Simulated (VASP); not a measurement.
# Si28BC27 (a cell with a defect) in VASP: notebook

The runs below take Si28BC27 (a cell with a defect) through relaxation of the atoms, single point, with PBE, HSE06.

Program: VASP 6.6.1. These are calculated values, not measurements. Logs are shortened: lines on timing, memory, paths and dates and some standing lists are left out, and cuts for length are marked.

## (1) The crystal as given

The cell holds a defect, 56 atoms: a = 8.184 Å, b = 8.184 Å, c = 10.127 Å, α = 90.00°, β = 90.00°, γ = 120.00°.

## (2) Relaxation of the atoms, PBE, collinear spin, ferromagnetic start

The input, INCAR:

```
  PREC = Normal
  ENCUT = 450
  EDIFF = 1E-6
  ISMEAR = 0
  SIGMA = 0.01
  LREAL = Auto
  LASPH = True
  NELM = 150
  ALGO = Normal
  ISIF = 2
  LWAVE = False
  LCHARG = False
  ISPIN = 2
  MAGMOM = 0.2 0 0 0 0 0 0 0 0 0 0 0 0 0 0.2 0.2 0.2 0 0 0 0 0 0 0 0 0 0 0 0.2 0 0 0 0 0 0 0 0 0 0 0 0 0 0 0 0 0 0 0 0 0 0 0 0 0 0 0
  LORBIT = 11
  GGA = PE
  IBRION = 2
  NSW = 70
  EDIFFG = -0.025
  AMIX = 0.2
  BMIX = 1E-4
  AMIX_MAG = 0.8
  BMIX_MAG = 1E-4
  ICORELEVEL = 1
  ISYM = 0
  KPAR = 4
  NCORE = 2
```

The input, KPOINTS:

```
regular mesh
0
Gamma
  2 2 2
```

The input, POSCAR:

```
Si28BC27
1.0
    1.5465940000      8.0363460000      0.0000000000
   -7.7329770000     -2.6787820000      0.0000000000
    0.0000000000      0.0000000000     10.1265810000
Si B C
28 1 27
Direct
    0.3274361400      0.6602327100      0.9347955400
    0.1904760000      0.2380950000      0.9378460000
    0.6190474300      0.5238092900      0.9378460000
    0.0476188600      0.8095235700      0.9378460000
    0.4761902900      0.0952378600      0.9378460000
    0.9047617100      0.3809521400      0.9378460000
    0.7619045700      0.9523807100      0.9378460000
    0.5238097100      0.9047621400      0.4378460000
    0.3809525700      0.4761907100      0.4378460000
    0.8095240000      0.7619050000      0.4378460000
    0.2380954300      0.0476192900      0.4378460000
    0.6666668600      0.3333335700      0.4378460000
    0.0952382900      0.6190478600      0.4378460000
    0.9523811400      0.1904764300      0.4378460000
    0.2951993700      0.8632052700      0.6851212800
    0.1473358300      0.4285500300      0.6837419400
    0.5772825700      0.7249932900      0.6962081600
    0.0000000000      0.0000000000      0.6878980000
    0.4285714300      0.2857142900      0.6878980000
    0.8571428600      0.5714285700      0.6878980000
    0.7142857100      0.1428571400      0.6878980000
    0.2857142900      0.8571428600      0.1878980000
    0.1428571400      0.4285714300      0.1878980000
    0.5714285700      0.7142857100      0.1878980000
    0.0000000000      0.0000000000      0.1878980000
    0.4285714300      0.2857142900      0.1878980000
    0.8571428600      0.5714285700      0.1878980000
    0.7142857100      0.1428571400      0.1878980000
    0.3286728900      0.6707369000      0.7483539600
    0.1904760000      0.2380950000      0.7498070000
    0.6190474300      0.5238092900      0.7498070000
    0.0476188600      0.8095235700      0.7498070000
    0.4761902900      0.0952378600      0.7498070000
    0.9047617100      0.3809521400      0.7498070000
    0.7619045700      0.9523807100      0.7498070000
    0.5238097100      0.9047621400      0.2498070000
    0.3809525700      0.4761907100      0.2498070000
    0.8095240000      0.7619050000      0.2498070000
    0.2380954300      0.0476192900      0.2498070000
    0.6666668600      0.3333335700      0.2498070000
    0.0952382900      0.6190478600      0.2498070000
    0.9523811400      0.1904764300      0.2498070000
    0.2857142900      0.8571428600      0.5004470000
    0.1428571400      0.4285714300      0.5004470000
    0.5714285700      0.7142857100      0.5004470000
    0.0000000000      0.0000000000      0.5004470000
    0.4285714300      0.2857142900      0.5004470000
    0.8571428600      0.5714285700      0.5004470000
    0.7142857100      0.1428571400      0.5004470000
    0.2857142900      0.8571428600      0.0004470000
    0.1428571400      0.4285714300      0.0004470000
    0.5714285700      0.7142857100      0.0004470000
    0.0000000000      0.0000000000      0.0004470000
    0.4285714300      0.2857142900      0.0004470000
    0.8571428600      0.5714285700      0.0004470000
    0.7142857100      0.1428571400      0.0004470000
```

Potentials or basis: VASP PAW PBE potentials, release 64 (Si, B, C).

Command:

```sh
> cat potpaw_PBE.64/Si/POTCAR potpaw_PBE.64/B/POTCAR potpaw_PBE.64/C/POTCAR > POTCAR
> mpirun -np 8 vasp_std > vasp.out
```

OUTCAR:

```text
PREC = Normal
   ENCUT = 450
   EDIFF = 1E-6
   ISMEAR = 0
   LREAL = Auto
   LASPH = True
   NELM = 150
   ISIF = 2
   ISPIN = 2
   LORBIT = 11
   GGA = PE
   IBRION = 2
   NSW = 70
   EDIFFG = -0.025
   AMIX = 0.2
   AMIX_MAG = 0.8
   ISYM = 0

 ion  position               nearest neighbor table
   1  0.327  0.660  0.935-  51 1.86  29 1.89  50 1.93  52 1.93  17 3.04   6 3.05   2 3.05  16 3.07
                             4 3.09  23 3.10   3 3.10  15 3.11   5 3.13  22 3.14   7 3.14  24 3.14
   2  0.190  0.238  0.938-  53 1.90  51 1.90  54 1.90  30 1.90   1 3.05   6 3.09   5 3.09   4 3.09
                             7 3.09   3 3.09  18 3.10  19 3.10  25 3.10  23 3.10  26 3.10  16 3.12
   3  0.619  0.524  0.938-  54 1.90  52 1.90  55 1.90  31 1.90  17 3.06   6 3.09   7 3.09   5 3.09
                             4 3.09   2 3.09  19 3.10  20 3.10  26 3.10  24 3.10  27 3.10   1 3.10
   4  0.048  0.810  0.938-  55 1.90  53 1.90  50 1.90  32 1.90   1 3.09   7 3.09   6 3.09   2 3.09
                             3 3.09   5 3.09  20 3.10  18 3.10  27 3.10  25 3.10  22 3.10
   5  0.476  0.095  0.938-  50 1.90  54 1.90  56 1.90  33 1.90  15 3.09   7 3.09   2 3.09   3 3.09
                             6 3.09   4 3.09  19 3.10  21 3.10  22 3.10  26 3.10  28 3.10   1 3.13
   6  0.905  0.381  0.938-  56 1.90  55 1.90  51 1.90  34 1.90   1 3.05   3 3.09   2 3.09   4 3.09
                             7 3.09   5 3.09  21 3.10  20 3.10  28 3.10  27 3.10  23 3.10
   7  0.762  0.952  0.938-  52 1.90  56 1.90  53 1.90  35 1.90  17 2.99   5 3.09   4 3.09   3 3.09
                             6 3.09   2 3.09  21 3.10  18 3.10  24 3.10  28 3.10  25 3.10   1 3.14
   8  0.524  0.905  0.438-  49 1.90  45 1.90  43 1.90  36 1.90  15 3.04  11 3.09  10 3.09  12 3.09
                             9 3.09  13 3.09  14 3.09  28 3.10  24 3.10  22 3.10  21 3.10  17 3.14
   9  0.381  0.476  0.438-  45 1.90  47 1.90  44 1.90  37 1.90  16 3.04  13 3.09  12 3.09  11 3.09
                             8 3.09  14 3.09  10 3.09  24 3.10  26 3.10  23 3.10  19 3.10
  10  0.810  0.762  0.438-  46 1.90  48 1.90  45 1.90  38 1.90  13 3.09   8 3.09  12 3.09  14 3.09
                            11 3.09   9 3.09  25 3.10  27 3.10  24 3.10  18 3.10  20 3.10
  11  0.238  0.048  0.438-  47 1.90  43 1.90  46 1.90  39 1.90  15 3.08   8 3.09  14 3.09   9 3.09
                            13 3.09  12 3.09  10 3.09  26 3.10  22 3.10  25 3.10  19 3.10  18 3.10
  12  0.667  0.333  0.438-  48 1.90  49 1.90  47 1.90  40 1.90  14 3.09   9 3.09   8 3.09  10 3.09
                            11 3.09  13 3.09  27 3.10  28 3.10  26 3.10  20 3.10  21 3.10  19 3.10
  13  0.095  0.619  0.438-  43 1.90  44 1.90  48 1.90  41 1.90  16 3.08   9 3.09  10 3.09  14 3.09
                            11 3.09   8 3.09  12 3.09  22 3.10  23 3.10  27 3.10  20 3.10  15 3.11
  14  0.952  0.190  0.438-  44 1.90  46 1.90  49 1.90  42 1.90  16 3.07  12 3.09  11 3.09  13 3.09
                            10 3.09   9 3.09   8 3.09  23 3.10  25 3.10  28 3.10  18 3.10  21 3.10
  15  0.295  0.863  0.685-  29 1.84  33 1.85  43 1.87  32 1.96  21 3.03  17 3.04   8 3.04  19 3.06
                            11 3.08   5 3.09   1 3.11  13 3.11  18 3.13  16 3.13
  16  0.147  0.429  0.684-  44 1.86  30 1.88  29 1.90  34 1.94   9 3.04  19 3.06  14 3.07   1 3.07
                            13 3.08  18 3.09   2 3.12  21 3.12  17 3.12  20 3.13  15 3.13
  17  0.577  0.725  0.696-  35 1.80  31 1.92  29 1.93  45 1.98   7 2.99  21 3.02   1 3.04  15 3.04
                            18 3.04   3 3.06  20 3.12  16 3.12   8 3.14
  18  0.000  0.000  0.688-  30 1.89  32 1.89  35 1.89  46 1.90  17 3.04  16 3.09  21 3.09  20 3.09
                            19 3.09   2 3.10   4 3.10   7 3.10  10 3.10  14 3.10  11 3.10  15 3.13
  19  0.429  0.286  0.688-  31 1.89  33 1.89  30 1.89  47 1.90  16 3.06  15 3.06  21 3.09  20 3.09
                            18 3.09   3 3.10   5 3.10   2 3.10  11 3.10   9 3.10  12 3.10
[... 34 lines left out ...]
[... 253 lines left out ...]
  FREE ENERGIE OF THE ION-ELECTRON SYSTEM (eV)
  ---------------------------------------------------
  free  energy   TOTEN  =      -417.0081744743 eV

  energy  without entropy=     -417.0068022626  energy(sigma->0) =     -417.00748837

[... ionic steps 4 to 10 ...]

--------------------------------------- Ionic step       11  -------------------------------------------

 number of electron     223.0000215 magnetization       0.0000000

------------------------ aborting loop because EDIFF is reached ----------------------------------------
[... 177 lines left out ...]
--------------------------------------- Ionic step       13  -------------------------------------------

 number of electron     223.0000215 magnetization       0.0000000

 Free energy of the ion-electron system (eV)
  ---------------------------------------------------
  ext. energy  EPLUGINS =         0.00000000
  ---------------------------------------------------
  free energy    TOTEN  =      -417.10254129 eV

  energy without entropy =     -417.10254129  energy(sigma->0) =     -417.10254129

 the core state eigenenergies are
   1-  1s  -1770.8067  2s   -124.7607  2p    -80.7862
   2-  1s  -1771.5106  2s   -125.3553  2p    -81.3879
   3-  1s  -1771.5124  2s   -125.3564  2p    -81.3890
   4-  1s  -1771.5116  2s   -125.3560  2p    -81.3886
   5-  1s  -1771.5128  2s   -125.3567  2p    -81.3894
   6-  1s  -1771.5102  2s   -125.3547  2p    -81.3872
[... 48 lines left out ...]
  55-  1s   -255.7776
  56-  1s   -255.7768

 E-fermi :   8.1312     XC(G=0): -11.2943

 val. band max:        8.0881441778   @ k =   0.0000   0.0000   0.0000
 cond. band min:       8.1737837987   @ k =   0.0000   0.0000   0.5000
 fundamental gap:      0.0856396209
 Fermi energy:         8.1311632542

 spin component 1

 k-point     1 :       0.0000    0.0000    0.0000
  band No.  band energies     occupation
      1      -7.3709      1.00000
      2      -6.2317      1.00000
      3      -6.1500      1.00000
      4      -5.1242      1.00000
      5      -5.1144      1.00000
      6      -5.1138      1.00000
[... 997 lines left out ...]
    122      11.7322      0.00000
    123      12.1560      0.00000
 Fermi energy:         8.1311632542

 spin component 2

 k-point     1 :       0.0000    0.0000    0.0000
  band No.  band energies     occupation
      1      -7.3709      1.00000
      2      -6.2317      1.00000
      3      -6.1500      1.00000
      4      -5.1242      1.00000
      5      -5.1144      1.00000
      6      -5.1138      1.00000
[... 997 lines left out ...]
    122      11.7322      0.00000
    123      12.1560      0.00000
 [bands above 123 left out]

------------------------ aborting loop because EDIFF is reached ----------------------------------------

  FORCE on cell =-STRESS in cart. coord.  units (eV):
  Direction    XX          YY          ZZ          XY          YZ          ZX
  --------------------------------------------------------------------------------------
  -------------------------------------------------------------------------------------
  Total        4.6492459      4.7580298     10.4113017      0.1100605     -0.0077646      0.0325127
  in kB       12.6820105     12.9787465     28.3994953      0.3002182     -0.0211799      0.0886866
  external PRESSURE =      18.0200841 kB  Pullay stress =       0.0000000 kB
[... 71 lines left out ...]
  FREE ENERGIE OF THE ION-ELECTRON SYSTEM (eV)
  ---------------------------------------------------
  free  energy   TOTEN  =      -417.1025412871 eV

  energy  without entropy=     -417.1025412871  energy(sigma->0) =     -417.10254129

 reached required accuracy - stopping structural energy minimisation

 total charge

# of ion       s       p       d       tot
------------------------------------------
    1        0.718   0.983   0.000   1.702
    2        0.707   0.960   0.000   1.667
    3        0.707   0.960   0.000   1.667
    4        0.707   0.960   0.000   1.667
    5        0.707   0.960   0.000   1.667
    6        0.707   0.960   0.000   1.667
[... 48 lines left out ...]
   55        0.839   1.693   0.000   2.532
   56        0.839   1.694   0.000   2.532
--------------------------------------------------
tot         43.277  74.185   0.000 117.462

 magnetization (x)

# of ion       s       p       d       tot
------------------------------------------
    1       -0.000  -0.000   0.000  -0.000
    2        0.000  -0.000   0.000  -0.000
    3       -0.000  -0.000   0.000  -0.000
    4       -0.000  -0.000   0.000  -0.000
    5        0.000  -0.000   0.000   0.000
    6        0.000   0.000   0.000   0.000
[... 48 lines left out ...]
   55        0.000  -0.000   0.000   0.000
   56        0.000  -0.000   0.000  -0.000
--------------------------------------------------
tot          0.000   0.000   0.000   0.000
```

It took 14 min on 8 MPI ranks of Intel Xeon 6975P-C (Granite Rapids), shared host; peak memory 0.5 GiB.

What came out:

* Free energy: -417.1025 eV
* Energy gained by relaxing: 8.0 meV/atom
* Ionic steps: 13
* Largest force after relaxing: 0.021 eV/Å
* Band gap on the k mesh: none (metal or under the smearing width)
* Net moment: 0.00 μB per cell
* Valence electrons inside the program's atomic spheres: Si 1.70, 1.67, 1.68; B 2.15; C 2.53, 2.54

Forces in eV/Å, atoms in the order of the input:
```
Si  -0.001 -0.008  0.014
Si  -0.009 -0.003 -0.007
Si   0.003  0.006 -0.006
Si  -0.005  0.000 -0.002
Si  -0.005  0.002  0.004
Si  -0.001  0.003 -0.012
Si  -0.009  0.009 -0.010
Si   0.001  0.007 -0.004
Si   0.000 -0.003  0.005
Si   0.001  0.009  0.007
Si  -0.002 -0.009  0.001
Si  -0.002 -0.001  0.004
Si   0.008 -0.004  0.011
Si  -0.003 -0.003  0.006
Si   0.002  0.003  0.002
Si   0.002  0.001  0.000
Si   0.014 -0.003  0.005
Si   0.007 -0.009  0.006
Si   0.002 -0.001  0.003
Si   0.008 -0.003  0.000
Si   0.007  0.003  0.005
Si  -0.003  0.008  0.019
Si   0.001  0.006  0.007
Si  -0.003  0.005  0.012
Si  -0.007 -0.004  0.010
Si  -0.007  0.000  0.002
Si  -0.009 -0.001 -0.003
Si   0.008  0.000  0.008
B    0.013  0.005 -0.013
C    0.011 -0.007 -0.001
C    0.002 -0.004 -0.003
C    0.013 -0.015  0.004
C    0.001 -0.008 -0.002
C    0.005 -0.013 -0.001
C    0.004  0.001  0.003
C    0.003 -0.003 -0.006
C   -0.005  0.004 -0.006
C   -0.006  0.000 -0.002
C    0.000  0.007 -0.003
C   -0.002 -0.003 -0.006
C   -0.006  0.006 -0.004
C   -0.007  0.000 -0.002
C   -0.005  0.003  0.005
C    0.001  0.002  0.000
C    0.002  0.002 -0.007
C    0.000  0.006  0.008
C    0.009  0.000  0.006
C   -0.001 -0.004  0.005
C   -0.001 -0.008  0.006
C   -0.008  0.002 -0.009
C   -0.002  0.002 -0.008
C   -0.002  0.009 -0.014
C   -0.001  0.004 -0.008
C   -0.009  0.003 -0.011
C   -0.008  0.003 -0.011
C   -0.002 -0.004 -0.011
```

Step by step:
```csv
step,energy change (eV),largest force (eV/Å),pressure (GPa)
1,0.0000,2.7003,1.97
2,-0.2777,1.2087,1.89
3,-0.3560,0.8514,1.84
4,-0.4216,0.3556,1.82
5,-0.4218,0.3654,1.82
6,-0.4417,0.1701,1.81
7,-0.4417,0.1738,1.81
8,-0.4483,0.0816,1.81
9,-0.4483,0.0819,1.81
10,-0.4499,0.0424,1.81
11,-0.4499,0.0440,1.81
12,-0.4504,0.0251,1.80
13,-0.4504,0.0210,1.80
```

Final structure:
```xyz
56
Lattice="1.5466 8.0363 0.0000 -7.7330 -2.6788 0.0000 0.0000 0.0000 10.1266" Properties=species:S:1:pos:R:3 pbc="T T T"
Si   -4.6402    0.8933    9.5383
Si   -1.5519    0.8897    9.5018
Si   -3.1010    3.5725    9.5008
Si   -6.1874   -1.7793    9.5012
Si    0.0022    3.5656    9.4997
Si   -1.5431    6.2561    9.5009
Si   -6.1813    3.5688    9.5022
Si   -6.1874    1.7844    4.4283
Si   -3.0972    1.7867    4.4282
Si   -4.6389    4.4782    4.4215
Si   -0.0152    1.7826    4.4215
Si   -1.5482    4.4657    4.4306
Si   -4.6406   -0.8905    4.4276
Si    0.0084    7.1356    4.4211
Si   -6.2160   -0.0143    6.9321
Si   -3.0704   -0.0125    6.9333
Si   -4.6454    2.7097    6.9333
Si   -0.0042    0.0019    6.9581
Si   -1.5659    2.6794    6.9618
Si   -3.0908    5.3730    6.9621
Si    0.0047    5.3468    6.9615
Si   -6.1945   -0.0051    1.9158
Si   -3.0854   -0.0044    1.9164
Si   -4.6406    2.6874    1.9167
Si   -7.7328   -2.6786    1.8982
Si   -1.5520    2.6779    1.9002
Si   -3.0915    5.3626    1.9005
Si    0.0028    5.3537    1.9000
B    -4.6443    0.8938    7.6068
C    -1.5352    0.8959    7.5973
C    -3.0954    3.5939    7.5969
C    -6.1979   -1.7973    7.5968
C    -0.0226    3.5652    7.5960
C    -1.5336    6.2404    7.5967
C    -6.1987    3.5863    7.5973
C    -6.1880    1.7850    2.5317
C    -3.0938    1.7867    2.5318
C    -4.6373    4.4790    2.5298
C    -0.0143    1.7806    2.5297
C    -1.5470    4.4648    2.5286
C    -4.6390   -0.8933    2.5313
C     0.0113    7.1342    2.5296
C    -6.2048   -0.0099    5.0392
C    -3.0782   -0.0081    5.0400
C    -4.6430    2.6985    5.0404
C    -0.0020    0.0007    5.0664
C    -1.5549    2.6804    5.0683
C    -3.0921    5.3631    5.0683
C     0.0004    5.3539    5.0680
C    -6.2006   -0.0081    0.0374
C    -3.0794   -0.0078    0.0377
C    -4.6404    2.6945    0.0383
C     1.5464    8.0362    0.0041
C    -1.5516    2.6791    0.0036
C    -3.0909    5.3618    0.0037
C     0.0018    5.3534    0.0035
```

Levels at points of the mesh, in eV from the Fermi level:
Spin up:
```csv
k point,band 108,band 109,band 110,band 111,band 112,band 113,band 114,band 115,band 116,band 117
"(0.00, 0.00, 0.00)",-0.54,-0.54,-0.04,0.10,0.10,3.37,3.38,3.41,3.47,3.47
"(0.50, 0.00, 0.00)",-0.74,-0.62,-0.54,-0.27,-0.16,2.10,2.26,3.29,3.32,3.35
"(0.00, 0.50, 0.00)",-0.74,-0.62,-0.54,-0.27,-0.16,2.10,2.25,3.29,3.32,3.35
"(0.50, 0.50, 0.00)",-0.74,-0.62,-0.54,-0.27,-0.16,2.10,2.25,3.29,3.32,3.35
"(0.00, 0.00, 0.50)",-0.54,-0.37,-0.37,0.04,0.05,3.82,3.82,3.82,3.82,3.83
"(0.50, 0.00, 0.50)",-0.91,-0.90,-0.60,-0.52,-0.23,2.49,2.55,3.35,3.38,3.42
"(0.00, 0.50, 0.50)",-0.91,-0.90,-0.60,-0.52,-0.23,2.50,2.55,3.34,3.37,3.41
"(0.50, 0.50, 0.50)",-0.91,-0.90,-0.60,-0.52,-0.23,2.50,2.55,3.35,3.38,3.42
```
Spin down:
| k point | band 109 | band 110 | band 111 | band 112 | band 113 | band 114 | band 115 | band 116 |
| --- | --- | --- | --- | --- | --- | --- | --- | --- |
| (0.00, 0.00, 0.00) | -0.54 | -0.04 | 0.10 | 0.10 | 3.37 | 3.38 | 3.41 | 3.47 |
| (0.50, 0.00, 0.00) | -0.62 | -0.54 | -0.27 | -0.16 | 2.10 | 2.26 | 3.29 | 3.32 |
| (0.00, 0.50, 0.00) | -0.62 | -0.54 | -0.27 | -0.16 | 2.10 | 2.25 | 3.29 | 3.32 |
| (0.50, 0.50, 0.00) | -0.62 | -0.54 | -0.27 | -0.16 | 2.10 | 2.25 | 3.29 | 3.32 |
| (0.00, 0.00, 0.50) | -0.37 | -0.37 | 0.04 | 0.05 | 3.82 | 3.82 | 3.82 | 3.82 |
| (0.50, 0.00, 0.50) | -0.90 | -0.60 | -0.52 | -0.23 | 2.49 | 2.55 | 3.35 | 3.38 |
| (0.00, 0.50, 0.50) | -0.90 | -0.60 | -0.52 | -0.23 | 2.50 | 2.55 | 3.34 | 3.37 |
| (0.50, 0.50, 0.50) | -0.90 | -0.60 | -0.52 | -0.23 | 2.50 | 2.55 | 3.35 | 3.38 |

Core levels (eV, on the scale of the bands):
```
atom                           levels
1 Si  1s -1770.8, 2s -124.8, 2p -80.8
2 Si  1s -1771.5, 2s -125.4, 2p -81.4
3 Si  1s -1771.5, 2s -125.4, 2p -81.4
4 Si  1s -1771.5, 2s -125.4, 2p -81.4
5 Si  1s -1771.5, 2s -125.4, 2p -81.4
6 Si  1s -1771.5, 2s -125.4, 2p -81.4
```

Caveat: the k mesh is coarse (spacing up to 0.44 Å⁻¹), so the values aren't converged; the cutoff is under 1.25 times the usual one of these potentials, so pressure, stress and relaxed cells hold a basis-set (Pulay) error.

(Part 1 of 2 ends here.)
